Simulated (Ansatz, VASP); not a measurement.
# Ce: VASP beside Ansatz, part 2 of 2

One calculation is typed for both programs; each brings its own data sets and cutoff. How far apart do they land? The cell is taken from a series of VASP runs on this material, whose earlier steps may have relaxed, scaled or displaced it; both programs get it as it stands.

VASP 6.6.1 and Ansatz 0.2.0.

So far: Set-up; VASP: relaxation of cell and atoms, PBE.

In doubt: a part-filled 4f shell, where there is one, can sit in one of many states, so energies may not be the lowest and differences between runs may mislead; derivatives with an open 4f shell can jump between states, which bears on forces and vibrations.

## (3) Ansatz: relaxation of cell and atoms, PBE

Level of this step: Ansatz beside VASP: Kohn-Sham DFT, plane waves, PBE (Ansatz).

Ansatz runs on its default PAW (the set named soft_2) files.

The same cell, functional, mesh and smearing now go to Ansatz, which takes its cutoff from its data sets.

The input, input.yaml:

```yaml
crystal:
  lattice:
    - [0.0, 2.3607666249, 2.3607666249]
    - [2.3607666249, 0.0, 2.3607666249]
    - [2.3607666249, 2.3607666249, 0.0]
  atoms:
    - { symbol: Ce, position: [0.0, 0.0, 0.0] }
hamiltonian:
  xc: pbe
  pseudopotentials: { kind: paw }
magnetization:
  spin_polarized: true
kpoints:
  mp_grid: { grid: [16, 16, 16] }
scf:
  occupations: { method: methfessel_paxton, width: 0.15 }
relax:
  f_tol: 0.01
  max_steps: 60
  cell: { stress_tol: 0.05 }
output:
  forces: true
  stress: true
```

The run is started by

```
> ansatz run input.yaml --threads 4 --pin off --max-ram 9216MiB --backend cpu --events-out ev --progress --plain --runs-dir out
```

Numbers of over 12 decimals in the logs are rounded to 6 here.

Output:

```text
band count auto-derived: 16 (N_el = 12.0; filled up to band 6; 11 by the electrons, moments and atoms)
Engine: ansatz 0.2.0, aarch64-unknown-linux-gnu
Pseudopotentials: kind: paw
Pseudopotential: Ce, paw, valence charge 12, recommended cutoff 420 eV (normal), Ce.paw.azcp
Functional definition: PBE
  parameter kappa = 0.804
  parameter beta = 0.066725
  exchange = pbe_x(kappa = kappa, mu = beta*pi^2/3)
  correlation = pbe_c(beta = beta)
Crystal: 1 atoms, lattice volume = 26.314 Å³
Basis set: ecut = 420 eV, 531 PW (Γ), exchange–correlation on 48×48×48 points (8 copies of the dense FFT grid, shifted against one another)
Bands: 16, of which v1, the nominal top of the filled ones, is band 6 counted from 1 (5 counted from 0)
Symmetry: 48 space group operations
Space group: Fm-3m (ITA 225), of the structure as read, at distance tolerance 3.0e-5 Å
k-points: 145 of 4096
Non-local potential: Ce, projectors of the file, l = 0: 3, l = 1: 2, l = 2: 2, l = 3: 3
PAW form: soft (Blöchl's): semilocal exchange-correlation on the pseudo side does not see the compensation charge
PAW one-centre angular grid: Ce, 590 points (default); XC on 64 Gauss nodes
Initial density: superposition of atomic densities (chi_scale 0.1, normalization cell)
Starting moments: Σ|m| = 2 μB in the open shells of 1 of 1 site, parallel; the input types none
Initial wavefunctions: pseudopotential atomic-orbital guess
Functional: x = pbe(κ = 0.804, μ = 0.219515), c = pbe(β = 0.066725)
SCF iter   1: F=—  HF=-6576.984043 eV  |F-HF|=—  |Δ(HF+E_count)|=         —  Δρ=1.21e-1 (↑1.21e-1 ↓9.98e-2)  dr2=6.01e0  dr2_m=5.82e-1  M=0.517 μB ∫|m|=0.517 μB  β_m=0.30  ethr=3.10e-3  ⟨swp⟩=5.3  Hψ=25063  notcnv=0
preconditioner: auto → none  [metal: Δε(μ)=0.007 eV  Ē_g=13.142 eV  σ=0.150 eV  W_gap=0.03  n_scr=8 (ndim 8)  ℏωp=22.9 eV  f_vac=0.002  D(μ)=1.77/eV (n_scr^D=14)  sad-step TF]
SCF iter   2: F=—  HF=-6576.168862 eV  |F-HF|=—  |Δ(HF+E_count)|=   8.15e-1  Δρ=8.25e-2 (↑8.25e-2 ↓7.05e-2)  dr2=2.63e0  dr2_m=3.05e-1  M=0.421 μB ∫|m|=0.421 μB  β_m=0.59  ethr=3.10e-3  ⟨swp⟩=3.3  Hψ=13798  notcnv=0  defer=393
SCF iter   3: F=—  HF=-6575.396837 eV  |F-HF|=—  |Δ(HF+E_count)|=   7.72e-1  Δρ=1.24e-2 (↑8.00e-3 ↓1.24e-2)  dr2=2.40e-2  dr2_m=1.06e-2  M=0.162 μB ∫|m|=0.162 μB  β_m=0.80  ethr=3.10e-3  ⟨swp⟩=4.1  Hψ=13537  notcnv=0  defer=393
SCF iter   4: F=—  HF=-6575.560319 eV  |F-HF|=—  |Δ(HF+E_count)|=   1.63e-1  Δρ=3.69e-3 (↑1.93e-3 ↓3.69e-3)  dr2=3.23e-3  dr2_m=1.24e-3  M=0.059 μB ∫|m|=0.059 μB  β_m=0.90  ethr=2.00e-4  ⟨swp⟩=3.0  Hψ=12220  notcnv=0  defer=397
SCF iter   5: F=—  HF=-6575.592730 eV  |F-HF|=—  |Δ(HF+E_count)|=   3.24e-2  Δρ=2.12e-3 (↑1.12e-3 ↓2.12e-3)  dr2=1.23e-3  dr2_m=1.48e-4  M=0.018 μB ∫|m|=0.018 μB  β_m=0.95  ethr=2.69e-5  ⟨swp⟩=2.2  Hψ=9085  notcnv=0  defer=398
SCF iter   6: F=—  HF=-6575.605508 eV  |F-HF|=—  |Δ(HF+E_count)|=   1.28e-2  Δρ=4.79e-4 (↑4.79e-4 ↓4.79e-4)  dr2=1.96e-4  dr2_m=6.07e-7  M=-0.001 μB ∫|m|=0.001 μB  β_m=0.97  ethr=1.02e-5  ⟨swp⟩=2.1  Hψ=8958  notcnv=0  defer=400
SCF iter   7: F=—  HF=-6575.606749 eV  |F-HF|=—  |Δ(HF+E_count)|=   1.24e-3  Δρ=2.31e-4 (↑2.31e-4 ↓9.86e-5)  dr2=1.46e-5  dr2_m=2.46e-6  M=-0.002 μB ∫|m|=0.002 μB  β_m=0.99  ethr=1.63e-6  ⟨swp⟩=2.0  Hψ=8457  notcnv=0  defer=400
SCF iter   8: F=—  HF=-6575.594823 eV  |F-HF|=—  |Δ(HF+E_count)|=         —  Δρ=3.53e-4 (↑3.53e-4 ↓3.16e-4)  dr2=6.86e-5  dr2_m=1.26e-7  M=-0.000 μB ∫|m|=0.000 μB  β_m=0.99  ethr=1.21e-7  ⟨swp⟩=2.0  Hψ=6587  notcnv=0  defer=400
Mixer restart at iter 8: flushing history
iteration 8: the input's own smearing fills from here on; a Gaussian of 0.15 eV has filled iterations ahead of it
SCF iter   9: F=—  HF=-6575.595054 eV  |F-HF|=—  |Δ(HF+E_count)|=   2.30e-4  S|Δr|=    0.00e0  Δρ=1.28e-3 (↑1.26e-3 ↓1.28e-3)  dr2=1.54e-3  dr2_m=3.13e-8  M=-0.000 μB ∫|m|=0.000 μB  β_m=0.36  ethr=1.21e-7  ⟨swp⟩=2.1  Hψ=6426  notcnv=0  defer=400  recentre
SCF iter  10: F=—  HF=-6575.594841 eV  |F-HF|=—  |Δ(HF+E_count)|=   2.13e-4  S|Δr|=    0.00e0  Δρ=3.48e-4 (↑3.48e-4 ↓3.17e-4)  dr2=8.77e-5  dr2_m=7.49e-8  M=-0.000 μB ∫|m|=0.000 μB  β_m=0.27  ethr=1.21e-7  ⟨swp⟩=2.1  Hψ=6413  notcnv=0  defer=400
SCF iter  11: F=—  HF=-6575.594836 eV  |F-HF|=—  |Δ(HF+E_count)|=   4.77e-6  S|Δr|=    0.00e0  Δρ=6.19e-5 (↑6.19e-5 ↓5.64e-5)  dr2=7.73e-7  dr2_m=3.93e-8  M=-0.000 μB ∫|m|=0.000 μB  β_m=0.57  ethr=1.21e-7  ⟨swp⟩=2.7  Hψ=6654  notcnv=0  defer=400
iter 12 did not close the SCF: its close was put off for a magnetic moment that had not settled (scf_convergence_deferred on its scf_iter line)
SCF iter  12: F=-6575.594838 eV  HF=-6575.594838 eV  |F-HF|=2.14e-10  |Δ(HF+E_count)|=   2.40e-6  S|Δr|=    0.00e0  Δρ=6.72e-6 (↑6.72e-6 ↓5.36e-6)  dr2=2.18e-9  dr2_m=7.82e-9  M=-0.000 μB ∫|m|=0.000 μB  β_m=0.79  ethr=8.33e-10  ⟨swp⟩=2.0  Hψ=11950  notcnv=0
iter 13 did not close the SCF: its close was put off for a magnetic moment that had not settled (scf_convergence_deferred on its scf_iter line)
SCF iter  13: F=-6575.594838 eV  HF=-6575.594838 eV  |F-HF|=1.42e-10  |Δ(HF+E_count)|=   1.59e-9  S|Δr|=    0.00e0  Δρ=3.68e-6 (↑2.55e-6 ↓3.68e-6)  dr2=2.95e-10  dr2_m=2.33e-9  M=-0.000 μB ∫|m|=0.000 μB  β_m=0.89  ethr=1.81e-11  ⟨swp⟩=1.2  Hψ=12004  notcnv=0
iter 14 did not close the SCF: its close was put off for a magnetic moment that had not settled (scf_convergence_deferred on its scf_iter line)
SCF iter  14: F=-6575.594838 eV  HF=-6575.594838 eV  |F-HF|=2.73e-11  |Δ(HF+E_count)|=  8.28e-10  S|Δr|=    0.00e0  Δρ=7.49e-7 (↑6.40e-7 ↓7.49e-7)  dr2=1.03e-11  dr2_m=1.11e-10  M=-0.000 μB ∫|m|=0.000 μB  β_m=0.95  ethr=2.46e-12  ⟨swp⟩=1.0  Hψ=11877  notcnv=0
SCF iter  15: F=-6575.594838 eV  HF=-6575.594838 eV  |F-HF|=8.19e-12  |Δ(HF+E_count)|=  5.64e-11  S|Δr|=    0.00e0  Δρ=1.25e-7 (↑1.15e-7 ↓1.25e-7)  dr2=1.28e-11  dr2_m=9.31e-14  M=0.000 μB ∫|m|=0.000 μB  ethr=1.00e-12  ⟨swp⟩=1.4  Hψ=10626  notcnv=0
SCF 1 converged in 15 iterations: F = -6575.594838 eV  dr2 = 1.28e-11
  greatest PAW one-centre occupation: 0.980 electrons in one spin orbital (limit 2), on the Ce atom at site 0 (counted from 0), in its partial waves of l = 0
WARN: the input gives no starting moments: this run first made a single point of its starting geometry. This run's own SCFs start from that state's density, with no starting moments from it. Of the state that the single point found these notices stand: seeded_moment_not_kept, stability_check_not_made.
Initial density: read from a saved state, or passed on in memory by an earlier SCF of this step, an earlier step, the calling program or the single point that the run made first
Stability of the state it starts from, as read at its close in the collinear treatment: not read, because cold or Methfessel-Paxton smearing, or corrected tetrahedra, fill the levels in a way that the test cannot read (fill_not_monotonic); nothing settles its magnetic order
iter 1 solved again at ethr=1.24e-8 eV; its pass at ethr=3.10e-3 eV (dr2=1.49e-6 eV) is discarded
SCF iter   1: F=—  HF=-6575.594838 eV  |F-HF|=—  |Δ(HF+E_count)|=         —  Δρ=1.72e-7 (↑1.72e-7 ↓1.57e-7)  dr2=7.15e-12  dr2_m=8.74e-14  M=0.000 μB ∫|m|=0.000 μB  β_m=0.30  ethr=1.24e-8  ⟨swp⟩=4.2  Hψ=38496  notcnv=0
eigensolver tolerance schedule: the retry pair's looser diagonalisation over-reported the residual by 208213.22 of it (diagonalisation noise at 5.00 of the residual, at the tolerance the schedule requests for it); recorded, not acted on — ethr = c·dr2/N_el stays at c = 1.0e-1
preconditioner: auto → none  [metal: Δε(μ)=0.006 eV  Ē_g=12.591 eV  σ=0.150 eV  W_gap=0.03  n_scr=8 (ndim 8)  ℏωp=22.9 eV  f_vac=0.006  D(μ)=2.30/eV (n_scr^D=26)]
SCF iter   2: F=-6575.594838 eV  HF=-6575.594838 eV  |F-HF|=3.82e-11  |Δ(HF+E_count)|=  2.59e-10  S|Δr|=    0.00e0  Δρ=2.38e-7 (↑2.28e-7 ↓2.38e-7)  dr2=4.23e-11  dr2_m=5.55e-14  M=0.000 μB ∫|m|=0.000 μB  ethr=1.00e-12  ⟨swp⟩=4.1  Hψ=10407  notcnv=0
SCF 2 converged in 2 iterations: F = -6575.594838 eV  dr2 = 4.23e-11
relax step   1: F+E_penalty+E_count = -6575.59483815 eV  Δ(F+E_penalty+E_count) = +0.000e0 eV  max|allowed force component| = 0.000e0 eV/Å  Δτ_max = 0.0000 Å  P = +0.171 GPa  Ω = 26.314 Å³  (2 SCF iters, dr2 threshold 1.00e-7 eV, accepted)
[...]
relax step   2: F+E_penalty+E_count = -6575.59489119 eV  Δ(F+E_penalty+E_count) = -5.304e-5 eV  max|allowed force component| = 0.000e0 eV/Å  Δτ_max = 0.0000 Å  P = +0.018 GPa  Ω = 26.412 Å³  energy of the carried Pulay correction = -4.726e-6 eV  (5 SCF iters, dr2 threshold 7.30e-8 eV, accepted)
[...]
relax step   3: F+E_penalty+E_count = -6575.59489624 eV  Δ(F+E_penalty+E_count) = -5.045e-6 eV  max|allowed force component| = 0.000e0 eV/Å  Δτ_max = 0.0000 Å  P = +0.019 GPa  Ω = 26.412 Å³  stress off target by 1.87e-2 GPa  SCF on the basis re-selected at this cell (its energy is not comparable with the rows above)  (5 SCF iters)
basis re-selected at this cell: Δ(F+E_penalty+E_count) = -5.045e-6 eV, ΔP = +0.000 GPa vs the last step (what re-selecting the basis moved, of the pressure what is left beyond the Pulay correction that the steps carried, after the strain that the cell walked since its last selection, with what the two solves' SCF thresholds leave and, on support functions, any second-order correction that the steps lacked; it is no measure of the basis error at this ecutwfc). This SCF's stress stands 1.87e-2 GPa from its target on what of the cell is left free (relax.cell.stress_tol is 5.00e-2 GPa) and its largest allowed force component is 0.00e0 eV/Å (relax.f_tol is 1.00e-2 eV/Å): [rest of the remark cut]
SCF converged after 5 iterations
Stability not checked: this state was not tested for a lower state beside it, because cold or Methfessel-Paxton smearing, or corrected tetrahedra, fill the levels in a way that the test cannot read (fill_not_monotonic; see scf.lower_state_search)
Magnetization: -0.0000 μB (6.0000 up, 6.0000 down)
Absolute magnetization: 0.0000 μB (∫|ρ↑−ρ↓|, with the PAW one-centre terms)
Spin contamination: 0.0000 ħ² per cell (⟨S²⟩ above its minimum at these occupations)
Per-site moments (μB) at R_I (Å): [(-2.8196631132731352e-8, 1.378889)]
Free energy (F): -6575.594896 eV
Harris-Foulkes:  -6575.594896 eV  (|F-HF|=0.00e0)
Internal energy: -6575.597731 eV  (E = F + TS)
E sigma→0 (E₀):  -6575.595605 eV
Entropy (-TS):   0.002835 eV (2.835 meV/atom)
Fermi energy:    16.446867 eV
--- Per-component energies (eV) ---
  E_band       = 21.532958
  E_kinetic    = 374.152058
  E_local      = -302.821885  (includes V_loc(G=0)·N_el)
  E_nonlocal   = -41.323396
  E_hartree    = 102.863089
  E_xc         = -224.341547
  E_vxc        = -249.470292  (∫ρ·V_xc dr)
  E_paw        = -5478.606957  (= ΣΔE_a)
  E_vpaw       = 35.270311  (= ΣTr[D̂ρ^β])
  E_aug_tail   = 0.000000  (compensation charges beyond the density's cutoff)
  E_ewald      = -1005.519094
  E_smearing   = 0.002835  (= −TS)
  E_closure    = -0.000000  (closes the sum)
  Σ components = -6575.594896   (vs F -6575.594896, Δ=0.00e0)
--- Forces (eV/Å), atoms counted from 1 ---
  atom   1  Ce     0.00000000     0.00000000     0.00000000
  max |Σ_I F_I| component: 1.54e-32 eV/Å
--- Stress (GPa, compression-positive) ---
        0.018702       0.000000      -0.000000
       -0.000000       0.018702       0.000000
       -0.000000       0.000000       0.018702
  P = ⅓ Tr σ = 0.0187 GPa (0.187 kbar)
--- Relaxed structure (2 steps of the walk, 2 accepted, 1 SCFs on fresh bases) ---
  F+E_penalty+E_count = -6575.59489624 eV   max|allowed force component| = 0.000e0 eV/Å   (the final SCF, on the basis selected at the relaxed cell)
  cell:  # Å, volume = 26.4120 Å³
    - [0, 2.363689, 2.363689]
    - [2.363689, 0, 2.363689]
    - [2.363689, 2.363689, 0]
  atoms:
    - { symbol: Ce, position: [0.0, 0.0, 0.0] }
```

Run time: 9.3 s. Hardware: 4 threads of Arm Neoverse V1, shared host; peak memory 0.46 GiB; 34 s of CPU time.

## (4) Differences

Known differences besides the potentials themselves: both relaxations stop at a tolerance, which leaves soft axes loose, and VASP keeps its plane-wave basis; the cutoff is 420 eV in Ansatz and 520 eV in VASP; Ansatz adds a Pulay correction to the stress that steers its cell, VASP none. Total energies have different zeros and are not compared.

The two programs side by side:

```csv
quantity,Ansatz,VASP,difference
volume (Å³),26.41,26.31,+0.40 %
"edge a after relaxation, in the typed setting (Å)",3.343,3.338,+0.13 %
```

The walks stopped with 0.02 GPa left in Ansatz and 0.01 GPa in VASP; each walk ends within a tolerance, so the volume difference is uncertain by about these residues over the bulk modulus, most in soft cells.

## (5) Outcome

```
difference in volume (relaxation of cell and atoms, PBE) : 0.40 %
```

What this shows: The difference in volume is 0.40 % (relaxation of cell and atoms, PBE), within the 1.2 % picked in this series as the mark of a large difference, as far as the stopping tolerances let one tell. How closely two codes agree says nothing of how well the functional describes the real material.

[Lines on the potential files, build, host, timing and source positions are cut from VASP's logs without a mark.]

[Logs are printed without paths, hosts, clocks, repeated set-up lines and the standing remarks that a program may print on its own settings, such as how far it seeks lower states.]

[Hosts, paths, dates, database ids (printed as entryN), source tags and the programs' standing remarks are cut or masked in the printed files.]
